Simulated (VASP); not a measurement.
# EuZn3 (Pm-3m) in VASP: a series of runs, part 2 of 2

VASP 6.6.1.

## 3. Single point, PBEsol, collinear spin, typed start

This run uses another cell than the first one, of 19.97 Å³/atom, 0.984 times its volume.

File INCAR:

```
ALGO     = Fast           # electronic algorithm
EDIFF    = 1E-7           # SCF threshold, eV
ENCUT    = 520            # plane-wave cutoff, eV
GGA      = PS             # functional
ISIF     = 2              # what is computed and relaxed
ISMEAR   = 0              # smearing method
ISPIN    = 2              # spin polarisation
LASPH    = True           # aspherical terms in the spheres
LCHARG   = False          # write CHGCAR
LMAXMIX  = 6              # l up to which the mixer works
LORBIT   = 11             # projections on sites
LREAL    = False          # projectors in reciprocal space
LWAVE    = False          # write WAVECAR
MAGMOM   = 7 0 0 0        # initial moments
NBANDS   = 38             # bands
NELM     = 150            # most SCF steps
PREC     = Accurate       # precision mode
SIGMA    = 0.05           # smearing width, eV
```

File KPOINTS:

```
k-points
0
Gamma
  8 8 8
```

File POSCAR:

```
EuZn3
1.0
    4.3065341438      0.0000000000      0.0000000000
    0.0000000000      4.3065341438      0.0000000000
    0.0000000000      0.0000000000      4.3065341438
Eu Zn
1 3
Direct
    0.0000000000      0.0000000000      0.0000000000
    0.0000000000      0.5000000000      0.5000000000
    0.5000000000      0.5000000000      0.0000000000
    0.5000000000      0.0000000000      0.5000000000
```

Potentials or basis: VASP PAW PBE potentials, release 64 (Eu, Zn).

Launch:

```console
cat potpaw_PBE.64/Eu/POTCAR potpaw_PBE.64/Zn/POTCAR > POTCAR
mpirun -np 1 vasp_std > vasp.out
```

OUTCAR:

```text
EDIFF = 1E-7
   ENCUT = 520
   GGA = PS
   ISIF = 2
   ISMEAR = 0
   ISPIN = 2
   LASPH = True
   LORBIT = 11
   LREAL = False
   NELM = 150
   PREC = Accurate

 ion  position               nearest neighbor table
   1  0.000  0.000  0.000-   2 3.05   3 3.05   4 3.05   2 3.05   4 3.05   2 3.05   3 3.05   2 3.05
                             3 3.05   4 3.05   4 3.05   3 3.05
   2  0.000  0.500  0.500-   1 3.05   3 3.05   4 3.05   1 3.05   3 3.05   1 3.05   4 3.05   1 3.05
                             3 3.05   4 3.05   3 3.05   4 3.05
   3  0.500  0.500  0.000-   1 3.05   2 3.05   4 3.05   2 3.05   4 3.05   1 3.05   4 3.05   4 3.05
                             1 3.05   2 3.05   2 3.05   1 3.05
   4  0.500  0.000  0.500-   1 3.05   2 3.05   3 3.05   1 3.05   3 3.05   2 3.05   3 3.05   3 3.05
                             1 3.05   2 3.05   1 3.05   2 3.05
[... 2208 lines left out ...]
      0.00000      0.00000      0.00000         0.000000      0.000000      0.000000
      0.00000      2.15327      2.15327         0.000000      0.000000      0.000000
      2.15327      2.15327      0.00000         0.000000      0.000000      0.000000
      2.15327      0.00000      2.15327         0.000000      0.000000      0.000000
 -----------------------------------------------------------------------------------
    total drift:                                0.000000     -0.000000     -0.000000

  FREE ENERGIE OF THE ION-ELECTRON SYSTEM (eV)
  ---------------------------------------------------
  free  energy   TOTEN  =       -16.7476289526 eV

  energy  without entropy=      -16.7409884936  energy(sigma->0) =      -16.74430872

 total charge

# of ion       s       p       d       f       tot
--------------------------------------------------
    1        2.052   5.709   0.501   6.500  14.761
    2        0.697   0.316   9.710   0.000  10.723
    3        0.697   0.316   9.710   0.000  10.723
    4        0.697   0.316   9.710   0.000  10.723
--------------------------------------------------
tot          4.141   6.657  29.631   6.500  46.929

 magnetization (x)

# of ion       s       p       d       f       tot
--------------------------------------------------
    1       -0.006  -0.070   0.184   6.474   6.582
    2       -0.013   0.058   0.006   0.000   0.052
    3       -0.013   0.058   0.006   0.000   0.052
    4       -0.013   0.058   0.006   0.000   0.052
--------------------------------------------------
tot         -0.044   0.104   0.203   6.474   6.736
```

OSZICAR:

```text
N       E                     dE             d eps       ncg     rms          rms(c)
DAV:   1     0.338345106299E+03    0.33835E+03   -0.22629E+04  7104   0.551E+03
DAV:   2     0.459391676654E+02   -0.29241E+03   -0.26461E+03  6564   0.450E+02
DAV:   3    -0.987528877101E+01   -0.55814E+02   -0.54109E+02  6384   0.165E+02
[... 36 lines left out ...]
RMM:  40    -0.167476282282E+02   -0.29712E-06   -0.22662E-06  6968   0.281E-02    0.334E-03
RMM:  41    -0.167476284529E+02   -0.22472E-06   -0.16984E-06  6632   0.237E-02    0.140E-03
RMM:  42    -0.167476286232E+02   -0.17026E-06   -0.14829E-06  6660   0.207E-02    0.126E-03
RMM:  43    -0.167476287567E+02   -0.13345E-06   -0.10337E-06  6082   0.186E-02    0.678E-04
RMM:  44    -0.167476288701E+02   -0.11343E-06   -0.87345E-07  5858   0.155E-02    0.514E-04
RMM:  45    -0.167476289526E+02   -0.82495E-07   -0.62791E-07  5475   0.135E-02
   1 F= -.16747629E+02 E0= -.16744309E+02  d E =-.664046E-02  mag=     7.5013
```

Wall time 7.6 min (1 thread of Intel Xeon Platinum 8488C (Sapphire Rapids), shared host); peak memory 0.34 GiB.

What came out:

- Free energy: -16.7476 eV
- Pressure: -0.2 GPa
- Band gap on the k mesh: none (metal or under the smearing width)
- Net moment: 7.50 μB per cell
- Site moments: Eu +6.58; Zn +0.05 μB
- Valence electrons inside the program's atomic spheres: Eu 14.76; Zn 10.72

Levels at points of the mesh, in eV from the Fermi level:
Spin up:
```tsv
k point	band 28	band 29	band 30	band 31	band 32	band 33
(0.00, 0.00, 0.00)	-0.39	-0.28	0.81	0.81	0.81	3.53
(0.50, 0.00, 0.00)	-0.25	-0.25	-0.20	-0.20	1.86	3.61
(0.50, 0.50, 0.00)	-0.28	-0.26	-0.24	0.78	0.78	3.42
(0.50, 0.50, 0.50)	-0.30	-0.30	-0.09	-0.09	-0.09	-0.08
```
Spin down:
```
           k point  band 21  band 22  band 23  band 24  band 25  band 26
(0.00, 0.00, 0.00)    -0.84    -0.84     0.73     0.73     0.73     3.83
(0.50, 0.00, 0.00)    -5.11     0.30     0.30     0.50     1.02     3.40
(0.50, 0.50, 0.00)    -2.91    -2.91    -2.02     1.44     1.44     3.54
(0.50, 0.50, 0.50)    -2.83    -2.83    -1.97     0.19     0.19     0.19
```

Caveat: the PAW data sets were made with another functional, which shifts forces and pressure a little; spin-orbit coupling is left out, which moves the levels of the heavy elements; without U or exact exchange the open f shell lies at the Fermi level, which spoils levels, moments and volumes. The state reached can hang on the start; a lower one may exist.
